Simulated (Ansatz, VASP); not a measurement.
# V (V(100)) in two plane-wave programs, part 2 of 2

Aim: how closely do two programs agree when they are given the same cell, functional and k mesh?

VASP 6.6.1 and Ansatz 0.2.0.

So far: Set-up; VASP: single point, LDA.

### Step 3. Ansatz: single point, LDA

Level of this step: Ansatz beside VASP: Kohn-Sham DFT, plane waves, LDA (Ansatz).

Ansatz runs on its default PAW (the set named soft_2) files.

The same cell, functional (in two slightly different forms), mesh and smearing now go to Ansatz, which takes its cutoff from its data sets.

input.yaml

```yaml
crystal:
  lattice:
    - [3.02, 0.0, 0.0]
    - [0.0, 3.02, 0.0]
    - [0.0, 0.0, 27.06]
  atoms:
    - { symbol: V, position: [0.0, 0.0, 0.332594235], spin: 2.0 }
    - { symbol: V, position: [0.5, 0.5, 0.3883961567], spin: 2.0 }
    - { symbol: V, position: [0.0, 0.0, 0.4441980783], spin: 2.0 }
    - { symbol: V, position: [0.5, 0.5, 0.5], spin: 2.0 }
    - { symbol: V, position: [0.0, 0.0, 0.5558019217], spin: 2.0 }
    - { symbol: V, position: [0.5, 0.5, 0.6116038433], spin: 2.0 }
    - { symbol: V, position: [0.0, 0.0, 0.667405765], spin: 2.0 }
hamiltonian:
  xc: lda
  pseudopotentials: { kind: paw }
magnetization:
  spin_polarized: true
kpoints:
  mp_grid: { grid: [14, 14, 1] }
scf:
  occupations: { method: fermi_dirac, width: 0.1 }
  n_extra_bands: 14
efield:
  axis: 3
  dipole_correction: true
  ramp_width: 0.04
output:
  forces: true
  eigenvalues: true
  write_density: true
  write_potential: true
  elf: true
  volumetric_format: npy
```

Launch:

```console
> ansatz run input.yaml --threads 4 --pin off --max-ram 9216MiB --backend cpu --events-out ev --progress --plain --runs-dir out
```

Numbers of over 12 decimals in the logs are rounded to 6 here.

Log:

```text
Warning: the band count 60 (scf.n_extra_bands) hosts the net moment |M| = 14.0000 μB (N_el = 91) but caps the reachable moment at 2·n_bands − N_el = 29.0000 μB, below the 63 bands that the automatic rule leaves for it — a moment growing past the seed, or the majority channel's smearing tail, pins there with fewer empty majority states than that count leaves; raise or omit scf.n_extra_bands unless the cap is intended
scf.n_extra_bands = 14 over 46 filled bands (N_el = 91.0): the run solves 60 bands
Engine: ansatz 0.2.0, x86_64-unknown-linux-gnu
Pseudopotentials: kind: paw
Pseudopotential: V, paw, valence charge 13, recommended cutoff 420 eV (normal), V.paw.azcp
Functional definition: SPW92
  exchange = slater_x
  correlation = pw_c
Crystal: 7 atoms, lattice volume = 246.798 Å³
Basis set: ecut = 420 eV, 4763 PW (Γ)
Bands: 60, of which v1, the nominal top of the filled ones, is band 46 counted from 1 (45 counted from 0)
Symmetry: 8 space group operations
k-points: 36 of 196
Non-local potential: V, projectors of the file, l = 0: 3, l = 1: 2, l = 2: 3, l = 3: 1
PAW form: soft (Blöchl's): semilocal exchange-correlation on the pseudo side does not see the compensation charge
PAW frozen core: V, regenerated for the run's functional, and the local potential with it (the file was generated under x = pbe(κ = 0.804, μ = 0.219515), c = pbe(β = 0.066725))
PAW one-centre angular grid: V, 590 points (default); XC on 64 Gauss nodes
Initial density: superposition of atomic densities (neutral atoms: chi_scale 0, normalization atom)
Starting moments: Σ|m| = 14 μB on 7 of 7 sites
Initial wavefunctions: pseudopotential atomic-orbital guess
Functional: x = slater, c = lda
SCF iter   1: F=—  HF=-20027.458336 eV  |F-HF|=—  |Δ(HF+E_count)|=         —  Δρ=1.06e-1 (↑1.06e-1 ↓6.81e-2)  dr2=6.77e1  dr2_m=1.55e1  M=1.025 μB ∫|m|=1.341 μB  β_m=0.32  ethr=3.10e-3  p=0.000 e·Å  D=1.05e-13 V/Å  ΔV_dip=-0.00 eV  dr2_dipole=1.05e-8  V_vac-E_F(+/−)=8.47/8.47 eV  ⟨swp⟩=9.1  Hψ=22529  notcnv=0
Mixer restart at iter 1: flushing history
efield: sawtooth ramp at fractional position 0.9800 (placed from the atoms, in the widest stretch of the axis that holds none; the zero of the levels goes with the place), width 0.0400; the density the first Hamiltonian is built on has a dipole p = 0.000 e·Å; the dipole correction subtracts the counter field D = 1.05e-13 V/Å, which shifts the + side's vacuum level by -0.00 eV against the − side's; the planar-averaged density in the ramp window peaks in size at 6.1e-6 e/Å³
preconditioner: auto → LDOS  [metal: Δε(μ)=0.004 eV  Ē_g=4.181 eV  σ=0.100 eV  W_gap=0.01  n_scr=54 (ndim 8)  ℏωp=14.0 eV  f_vac=0.524  D(μ)=6.52/eV (n_scr^D=38)]
spin=Collinear: LDOS preconditioning applied to the charge; magnetization (m = ρ↑ − ρ↓) channel mixes plain (no charge-response kernel on spin).
SCF iter   2: F=—  HF=-20019.995649 eV  |F-HF|=—  |Δ(HF+E_count)|=    7.46e0  Δρ=6.20e-2 (↑6.20e-2 ↓5.32e-2)  dr2=1.47e1  dr2_m=7.19e0  M=1.058 μB ∫|m|=1.256 μB  β_m=0.52  ethr=3.10e-3  p=-0.000 e·Å  D=-1.32e-6 V/Å  ΔV_dip=0.00 eV  dr2_dipole=3.33e-9  V_vac-E_F(+/−)=5.94/5.94 eV  ⟨swp⟩=4.4  Hψ=10895  notcnv=0  defer=22
density mixer auto → msr1: a metal under ldos (density of states about μ 3.01 of a free-electron gas's, 54 screened modes)
SCF iter   3: F=—  HF=-20019.625192 eV  |F-HF|=—  |Δ(HF+E_count)|=   3.70e-1  Δρ=2.22e-2 (↑2.22e-2 ↓1.21e-2)  dr2=4.89e0  dr2_m=6.13e-1  M=0.559 μB ∫|m|=0.624 μB  β_m=0.59  ethr=3.10e-3  p=0.000 e·Å  D=6.01e-6 V/Å  ΔV_dip=-0.00 eV  dr2_dipole=6.65e-8  V_vac-E_F(+/−)=2.77/2.77 eV  ⟨swp⟩=4.4  Hψ=10154  notcnv=0
SCF iter   4: F=—  HF=-20019.226378 eV  |F-HF|=—  |Δ(HF+E_count)|=   3.99e-1  Δρ=9.12e-3 (↑8.73e-3 ↓9.12e-3)  dr2=3.45e-1  dr2_m=1.71e-1  M=0.375 μB ∫|m|=0.424 μB  β_m=0.79  ethr=3.10e-3  p=0.000 e·Å  D=1.49e-5 V/Å  ΔV_dip=-0.00 eV  dr2_dipole=1.43e-7  V_vac-E_F(+/−)=3.58/3.58 eV  ⟨swp⟩=2.7  Hψ=5801  notcnv=0
SCF iter   5: F=—  HF=-20019.220291 eV  |F-HF|=—  |Δ(HF+E_count)|=   6.09e-3  Δρ=2.24e-3 (↑2.24e-3 ↓1.17e-3)  dr2=1.69e-2  dr2_m=2.42e-3  M=0.137 μB ∫|m|=0.267 μB  β_m=0.74  ethr=3.79e-4  p=-0.000 e·Å  D=-9.94e-6 V/Å  ΔV_dip=0.00 eV  dr2_dipole=6.98e-8  V_vac-E_F(+/−)=4.00/4.00 eV  ⟨swp⟩=2.1  Hψ=6571  notcnv=0
SCF iter   6: F=—  HF=-20019.216009 eV  |F-HF|=—  |Δ(HF+E_count)|=   4.28e-3  Δρ=4.53e-4 (↑4.53e-4 ↓4.53e-4)  dr2=9.94e-4  dr2_m=3.41e-4  M=0.118 μB ∫|m|=0.249 μB  β_m=0.82  ethr=1.86e-5  p=-0.000 e·Å  D=-6.08e-6 V/Å  ΔV_dip=0.00 eV  dr2_dipole=4.30e-9  V_vac-E_F(+/−)=4.02/4.02 eV  ⟨swp⟩=2.8  Hψ=8652  notcnv=0
SCF iter   7: F=—  HF=-20019.216039 eV  |F-HF|=—  |Δ(HF+E_count)|=   2.97e-5  Δρ=4.09e-4 (↑4.09e-4 ↓3.66e-4)  dr2=1.07e-3  dr2_m=2.96e-4  M=0.096 μB ∫|m|=0.204 μB  β_m=0.91  ethr=1.09e-6  p=-0.000 e·Å  D=-1.48e-6 V/Å  ΔV_dip=0.00 eV  dr2_dipole=4.25e-11  V_vac-E_F(+/−)=4.06/4.06 eV  ⟨swp⟩=2.9  Hψ=8001  notcnv=0
SCF iter   8: F=—  HF=-20019.216040 eV  |F-HF|=—  |Δ(HF+E_count)|=   1.16e-6  Δρ=2.71e-4 (↑2.71e-4 ↓2.52e-4)  dr2=2.47e-4  dr2_m=1.10e-4  M=0.072 μB ∫|m|=0.153 μB  β_m=0.96  ethr=1.09e-6  p=-0.000 e·Å  D=-6.80e-7 V/Å  ΔV_dip=0.00 eV  dr2_dipole=3.59e-11  V_vac-E_F(+/−)=4.10/4.10 eV  ⟨swp⟩=2.4  Hψ=6710  notcnv=0
SCF iter   9: F=—  HF=-20019.216066 eV  |F-HF|=—  |Δ(HF+E_count)|=   2.64e-5  Δρ=1.94e-4 (↑1.94e-4 ↓1.85e-4)  dr2=3.93e-4  dr2_m=3.86e-5  M=0.048 μB ∫|m|=0.101 μB  β_m=0.93  ethr=2.72e-7  p=-0.000 e·Å  D=-3.04e-7 V/Å  ΔV_dip=0.00 eV  dr2_dipole=9.30e-10  V_vac-E_F(+/−)=4.12/4.12 eV  ⟨swp⟩=2.5  Hψ=7849  notcnv=0
SCF iter  10: F=—  HF=-20019.216033 eV  |F-HF|=—  |Δ(HF+E_count)|=   3.29e-5  Δρ=1.10e-4 (↑9.26e-5 ↓1.10e-4)  dr2=4.42e-5  dr2_m=1.21e-5  M=0.032 μB ∫|m|=0.064 μB  β_m=0.87  ethr=2.72e-7  p=0.000 e·Å  D=6.62e-7 V/Å  ΔV_dip=-0.00 eV  dr2_dipole=3.89e-10  V_vac-E_F(+/−)=4.10/4.10 eV  ⟨swp⟩=2.6  Hψ=8091  notcnv=0
SCF iter  11: F=—  HF=-20019.216040 eV  |F-HF|=—  |Δ(HF+E_count)|=   6.45e-6  Δρ=7.04e-5 (↑6.53e-5 ↓7.04e-5)  dr2=2.54e-5  dr2_m=5.92e-6  M=0.016 μB ∫|m|=0.033 μB  β_m=0.74  ethr=4.86e-8  p=0.000 e·Å  D=3.85e-7 V/Å  ΔV_dip=-0.00 eV  dr2_dipole=2.01e-11  V_vac-E_F(+/−)=4.10/4.10 eV  ⟨swp⟩=2.7  Hψ=8220  notcnv=0
SCF iter  12: F=—  HF=-20019.216035 eV  |F-HF|=—  |Δ(HF+E_count)|=   4.89e-6  Δρ=2.60e-5 (↑2.60e-5 ↓1.88e-5)  dr2=2.25e-6  dr2_m=5.94e-7  M=0.006 μB ∫|m|=0.012 μB  β_m=0.71  ethr=2.79e-8  p=0.000 e·Å  D=2.98e-7 V/Å  ΔV_dip=-0.00 eV  dr2_dipole=1.80e-12  V_vac-E_F(+/−)=4.10/4.10 eV  ⟨swp⟩=2.5  Hψ=7631  notcnv=0
SCF iter  13: F=—  HF=-20019.216036 eV  |F-HF|=—  |Δ(HF+E_count)|=   1.48e-6  Δρ=9.72e-6 (↑7.95e-6 ↓9.72e-6)  dr2=4.60e-7  dr2_m=1.19e-7  M=0.002 μB ∫|m|=0.004 μB  β_m=0.80  ethr=2.47e-9  p=0.000 e·Å  D=2.45e-7 V/Å  ΔV_dip=-0.00 eV  dr2_dipole=7.61e-13  V_vac-E_F(+/−)=4.10/4.10 eV  ⟨swp⟩=3.1  Hψ=8762  notcnv=0
SCF iter  14: F=—  HF=-20019.216037 eV  |F-HF|=—  |Δ(HF+E_count)|=   1.69e-7  Δρ=2.65e-6 (↑2.52e-6 ↓2.65e-6)  dr2=4.04e-8  dr2_m=6.63e-9  M=0.000 μB ∫|m|=0.000 μB  β_m=0.76  ethr=5.06e-10  p=0.000 e·Å  D=1.09e-7 V/Å  ΔV_dip=-0.00 eV  dr2_dipole=6.05e-14  V_vac-E_F(+/−)=4.10/4.10 eV  ⟨swp⟩=3.6  Hψ=8721  notcnv=0
SCF iter  15: F=—  HF=-20019.216037 eV  |F-HF|=—  |Δ(HF+E_count)|=   1.25e-8  Δρ=1.03e-6 (↑8.33e-7 ↓1.03e-6)  dr2=7.30e-9  dr2_m=1.33e-9  M=-0.000 μB ∫|m|=0.001 μB  β_m=0.78  ethr=4.44e-11  p=0.000 e·Å  D=3.48e-8 V/Å  ΔV_dip=-0.00 eV  dr2_dipole=2.39e-16  V_vac-E_F(+/−)=4.10/4.10 eV  ⟨swp⟩=2.7  Hψ=8128  notcnv=0
SCF iter  16: F=—  HF=-20019.216037 eV  |F-HF|=—  |Δ(HF+E_count)|=   6.54e-9  Δρ=4.34e-7 (↑4.34e-7 ↓4.08e-7)  dr2=2.34e-10  dr2_m=3.47e-10  M=-0.000 μB ∫|m|=0.000 μB  β_m=0.89  ethr=8.02e-12  p=0.000 e·Å  D=1.44e-8 V/Å  ΔV_dip=-0.00 eV  dr2_dipole=1.16e-15  V_vac-E_F(+/−)=4.10/4.10 eV  ⟨swp⟩=2.8  Hψ=7325  notcnv=0
SCF iter  17: F=-20019.216037 eV  HF=-20019.216037 eV  |F-HF|=1.75e-10  |Δ(HF+E_count)|=  6.69e-10  Δρ=1.37e-7 (↑1.12e-7 ↓1.37e-7)  dr2=1.94e-10  dr2_m=1.58e-11  M=-0.000 μB ∫|m|=0.000 μB  ethr=1.00e-12  p=0.000 e·Å  D=4.68e-9 V/Å  ΔV_dip=-0.00 eV  dr2_dipole=1.16e-14  V_vac-E_F(+/−)=4.10/4.10 eV  ⟨swp⟩=8.6  Hψ=26366  notcnv=0
SCF 1 converged in 17 iterations: F = -20019.216037 eV  dr2 = 1.94e-10
  greatest PAW one-centre occupation: 1.000 electrons in one spin orbital (limit 2), on the V atom at site 1 (counted from 0), in its partial waves of l = 0
WARN: the starting moments were not kept: the SCF closed with an absolute magnetisation of 5.1e-5 μB, where they sum to 14 μB in size (7 sites). That is at most 0.1 of that sum. Measured as dr2_m measures the in/out step, that magnetisation stands 4.2e-10 eV from none, at or under the dr2_threshold of 1.0e-7 eV: it is no larger than a step whose dr2_m would equal this threshold. The system may hold no moment; this SC [...]
WARN: The output density's exchange-correlation potential varies sharply where the density is thin. Do not read a vacuum level from v_tot or v_xc, or from such a field of the output density. On a cell that repeats whose density bears no net charge and no dipole along the vacuum's axis use v_es (v_loc + v_h of the components); under efield.dipole_correction with no amplitude use v_es + v_field, which holds any externa [...]
SCF converged after 17 iterations
Magnetization: -0.0000 μB (45.5000 up, 45.5000 down)
Absolute magnetization: 0.0001 μB (∫|ρ↑−ρ↓|, with the PAW one-centre terms)
Spin contamination: 0.0000 ħ² per cell (⟨S²⟩ above its minimum at these occupations)
Per-site moments (μB) at R_I (Å): [(-1.757848597581884e-5, 1.078851), (1.278249329221983e-6, 1.078851), (4.556662106501362e-6, 1.078851), (-3.8058252913753754e-6, 1.078851), (3.832922929603436e-6, 1.078851), (-5.572257634733163e-7, 1.078851), (-1.0252682351160695e-5, 1.078851)]
Free energy (F): -20019.216037 eV
Harris-Foulkes:  -20019.216037 eV  (|F-HF|=1.75e-10)
Internal energy: -20018.831441 eV  (E = F + TS)
E sigma→0 (E₀):  -20019.023739 eV
Entropy (-TS):   -0.384595 eV (-54.942 meV/atom)
Fermi energy:    3.870876 eV
Dipole field:    D = 0.000000 V/Å  (p = 0.000000 e·Å, saw-weighted, corrected)
Work function:   Φ+ = 4.0954 eV   Φ− = 4.0954 eV
Levels:          The Fermi level and band energies are counted from a zero that moves with the ramp; work functions are not
--- Per-component energies (eV) ---
  E_band       = -2157.627576
  E_kinetic    = 2338.083378
  E_local      = -144871.921035  (includes V_loc(G=0)·N_el)
  E_nonlocal   = -282.565449
  E_hartree    = 71595.431714
  E_xc         = -897.240556
  E_vxc        = -1143.540473  (∫ρ·V_xc dr)
  E_paw        = -7430.226562  (= ΣΔE_a)
  E_vpaw       = -1388.546040  (= ΣTr[D̂ρ^β])
  E_aug_tail   = 0.001722  (compensation charges beyond the density's cutoff)
  E_efield     = 0.000000  (sawtooth field / dipole correction)
  E_vefield    = 0.000000  (∫n·V_field dr)
  E_ewald      = 59527.182298
  E_core_change = 2.423049  (= ΣΔE_core)
  E_smearing   = -0.384595  (= −TS)
  E_closure    = -0.000000  (closes the sum)
  Σ components = -20019.216037   (vs F -20019.216037, Δ=0.00e0)
--- Forces (eV/Å), atoms counted from 1 ---
  atom   1  V      0.00000000     0.00000000     1.76295132
  atom   2  V     -0.00000000     0.00000000    -0.64942843
  atom   3  V     -0.00000000     0.00000000    -0.28263131
  atom   4  V     -0.00000000     0.00000000    -0.00000004
  atom   5  V      0.00000000    -0.00000000     0.28263124
  atom   6  V      0.00000000    -0.00000000     0.64942840
  atom   7  V     -0.00000000    -0.00000000    -1.76295123
  max |Σ_I F_I| component: 4.86e-8 eV/Å
--- Band table (eV; the first three rows and the last of 72) ---
  k-point 0 ↑: bands = [... 42 lower, 4.0932, 4.1239, 4.1239, 4.1355, 4.2456, 4.2456, 4.2533, 4.4772, ... 10 higher]
  k-point 1 ↑: bands = [... 42 lower, 3.9820, 4.0366, 4.1172, 4.1304, 4.2338, 4.2493, 4.2687, 4.4493, ... 10 higher]
  k-point 2 ↑: bands = [... 42 lower, 3.7744, 3.8591, 3.9672, 4.0498, 4.0860, 4.4284, 4.4416, 4.4428, ... 10 higher]
  k-point 35 ↓: bands = [... 42 lower, 2.8059, 3.4004, 3.4004, 4.3438, 4.3438, 5.3864, 5.3934, 5.8646, ... 10 higher]
```

It took 45 s on 4 threads of Intel Xeon Platinum 8488C (Sapphire Rapids), shared host; peak memory 1.2 GiB.

In the SCF lines HF is the Harris–Foulkes energy and dr2 the Hartree energy of the density residual, in eV; the loop may stop once dr2 is under the threshold and the program's other checks hold. Hψ counts applications of the Hamiltonian.

### Step 4. Side by side

Known differences besides the potentials themselves: the two LDA forms differ slightly; the data sets hold 91 valence electrons in Ansatz (default PAW (the set named soft_2) files) and 35 in VASP; the cutoff is 420 eV in Ansatz and 300 eV in VASP (PREC = Normal); VASP's log shows a relativistic correction to its local exchange, Ansatz's none. Total energies have different zeros and are not compared.

The two programs side by side:

| quantity | Ansatz | VASP | difference |
| --- | --- | --- | --- |
| work function, lower of the two faces (eV) | 4.10 | 4.08 | +0.02 |
| work function, higher of the two faces (eV) | 4.10 | 4.08 | +0.02 |

Forces (eV/Å; atoms numbered as in POSCAR):

| atom | Ansatz x, y, z | VASP x, y, z |
| --- | --- | --- |
| V1 | 0.000, 0.000, 1.763 | 0.000, 0.000, 1.900 |
| V2 | 0.000, 0.000, -0.649 | 0.000, 0.000, -0.639 |
| V3 | 0.000, 0.000, -0.283 | 0.000, 0.000, -0.286 |
| V4 | 0.000, 0.000, 0.000 | 0.000, 0.000, 0.000 |
| V5 | 0.000, 0.000, 0.283 | 0.000, 0.000, 0.286 |
| V6 | 0.000, 0.000, 0.649 | 0.000, 0.000, 0.639 |
| V7 | 0.000, 0.000, -1.763 | 0.000, 0.000, -1.900 |

The forces differ by 43 meV/Å r.m.s., which is 6.8 % of the r.m.s. force of 0.63 eV/Å (both taken over all components). VASP's log warns that it found no field-free region in the vacuum, so its work functions are uncertain.

### Step 5. What the set-up changes

Further runs change the set-up of one program: Ansatz's method, potentials or start, or VASP's data sets, cutoff or form of LDA. The table gives Ansatz less VASP for each quantity, since a change that brings one quantity closer may part another.

| run | r.m.s. force difference (meV/Å) | work function, lower of the two faces (eV) | work function, higher of the two faces (eV) |
| --- | --- | --- | --- |
| as above | 43 | 0.019 | 0.019 |
| cores kept as stored | 44 | 0.017 | 0.017 |
| Ansatz's larger PAW set (cutoff 930 eV) | 43 | 0.018 | 0.018 |

### Step 6. What came out

```
r.m.s. force difference (single point, LDA) : 6.8 % of the r.m.s. force
```

In words: The r.m.s. force difference is 6.8 % of the r.m.s. force (single point, LDA), beyond the 3 % picked in this series as the mark of a large difference. For single point, LDA, no further run moves any of the tabulated differences by more than a quarter of its size. 1 further run of this series is not shown here. Such differences can come from data sets, numerical settings and the points named under the comparisons, not from the functional's error against experiment.

[Lines on the potential files, build, host, timing and source positions are cut from VASP's logs without a mark.]

[Logs are printed without paths, hosts, clocks, repeated set-up lines and the standing remarks that a program may print on its own settings, such as how far it seeks lower states.]

[Hosts, paths, dates, database ids (printed as entryN), source tags and the programs' standing remarks are cut or masked in the printed files.]
